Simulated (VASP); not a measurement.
A convergence study with VASP on CuAu (space group no. 123 when undisturbed): a few settings are varied, all else stays as given below, so the limit is that of these other settings. One atom is moved off its site, so that forces are finite.

```yaml
crystal:
  lattice:
    - [2.81400, 0.00000, 0.00000]
    - [0.00000, 2.81400, 0.00000]
    - [0.00000, 0.00000, 3.68835]
  atoms:
    - { symbol: Cu, position: [0.00000, 0.00000, 0.01356] }
    - { symbol: Au, position: [0.50000, 0.50000, 0.50000] }
```

These are PBEsol GGA, VASP's PBE PAW potentials (set 64) (plane waves; VASP 6.6.1) values and carry that method's errors. The last row used: 300 eV cut-off, 18×18×14 Γ-centred mesh shifted by (0.5, 0.5, 0.5), Fermi-Dirac smearing of 0.10 eV, potentials Cu Au.

```
setting        E (eV/atom)  pressure (GPa)  largest force (eV/Å)  irreducible k-points
-------------  -----------  --------------  --------------------  --------------------
2×2×2 mesh         -5.1639          -17.69                 0.264                     1
3×3×2 mesh         -3.7405           -2.04                 0.318                     3
3×3×3 mesh         -3.9312           -2.07                 0.307                     6
4×4×3 mesh         -4.2216           -5.76                 0.248                     6
5×5×4 mesh         -4.1006           -4.64                 0.315                    12
6×6×4 mesh         -4.1792           -5.16                 0.311                    12
6×6×5 mesh         -4.1956           -5.83                 0.319                    18
7×7×5 mesh         -4.1660           -5.45                 0.315                    30
7×7×6 mesh         -4.1545           -5.36                 0.314                    30
8×8×6 mesh         -4.1755           -5.61                 0.316                    30
9×9×7 mesh         -4.1674           -5.20                 0.310                    60
10×10×8 mesh       -4.1766           -5.50                 0.312                    60
11×11×9 mesh       -4.1708           -5.18                 0.310                   105
12×12×10 mesh      -4.1740           -5.41                 0.313                   105
14×14×11 mesh      -4.1728           -5.46                 0.313                   168
15×15×12 mesh      -4.1738           -5.33                 0.313                   216
17×17×13 mesh      -4.1743           -5.38                 0.313                   315
18×18×14 mesh      -4.1731           -5.39                 0.313                   315
```

Left out are rungs that failed or repeat a setting and relaxations that didn't move; long series are thinned to 24 rows.

The structure is a typed CuAu crystal (space group no. 123). The cell was not relaxed at this level, it is distorted from the ideal structure.
